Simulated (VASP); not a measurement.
Elastic constants (GPa) of a crystal from LDA (Ceperley-Alder, Perdew-Zunger), VASP's LDA PAW potentials (set 64) in VASP:

|  | xx | yy | zz | yz | xz | xy |
|---|---|---|---|---|---|---|
| xx | 73.4 | 20.4 | 20.4 | 0.0 | 0.0 | 0.0 |
| yy | 20.4 | 73.4 | 20.4 | 0.0 | 0.0 | 0.0 |
| zz | 20.4 | 20.4 | 73.4 | 0.0 | 0.0 | 0.0 |
| yz | 0.0 | 0.0 | 0.0 | 31.2 | 0.0 | 0.0 |
| xz | 0.0 | 0.0 | 0.0 | 0.0 | 31.2 | 0.0 |
| xy | 0.0 | 0.0 | 0.0 | 0.0 | 0.0 | 31.2 |

Question: Work out the Voigt, Reuss and Hill moduli, Young's modulus and Poisson's ratio.

Answer: All eigenvalues are positive (smallest 31.2 GPa), so the crystal is stable. K_V = (C11+C22+C33+2(C12+C13+C23))/9 = (220.2 + 2×61.2)/9 = 38.1 GPa; G_V = (220.2 − 61.2 + 3×93.6)/15 = 29.3 GPa. From the compliances, K_R = 38.1 GPa and G_R = 29.1 GPa. Hill: K = 38.1 GPa, G = 29.2 GPa, E = 9KG/(3K+G) = 69.8 GPa, ν = (3K−2G)/(2(3K+G)) = 0.194. K/G = 1.30, below Pugh's 1.75; universal anisotropy A^U = 0.03.

Question: With a density of 3.07 g/cm³, what are the mean sound speeds?

Answer: v_l = √((K+4G/3)/ρ) = 5.01 km/s and v_t = √(G/ρ) = 3.09 km/s. The crystal is Li₂Se (antifluorite), cubic.

The compound is Li2Se in the antifluorite structure. It was relaxed first, which changed the volume by -7 %.
